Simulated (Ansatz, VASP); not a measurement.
Two plane-wave programs on MgCdO

```
CELL_PARAMETERS angstrom
3.17212 0.00000 0.00000
0.00000 3.17212 0.00000
0.00000 0.00000 6.70394
ATOMIC_POSITIONS crystal
Mg 0.00000 0.00000 0.50000
Cd 0.00000 0.00000 0.00000
O 0.50000 0.50000 0.00000
```

Change from the starting cell: species swapped into the TiOF type (P4/mmm, No. 123).

Alike in both runs: functional PBE; k mesh 6 × 6 × 4; occupations gaussian, width 0.1 eV; no spin polarisation.

Ansatz relaxed the structure, and its values are those at the end. VASP's run is a single point on that final structure, the one shown.

|  | VASP | Ansatz |
| --- | --- | --- |
| version | VASP 6.6.1 | Ansatz 0.2.0 |
| potentials or method | VASP PAW PBE potentials, release 64 (Mg, Cd, O) | scalar-relativistic, plane waves, PAW |
| plane-wave cutoff (eV) | 520 | 420 |
| valence electrons in the cell | 20 | 36 |

```csv
,VASP,Ansatz,Ansatz less VASP
gap on the k mesh at the Fermi level (eV),none,none,-
pressure (GPa),0.6,0.1,-0.54
```

A gap of «none» marks a metal or a gap that the smearing closes. With one functional, cell and mesh, what is left measures potentials, basis and numerics. The two sets of potentials don't hold the same shells in valence.
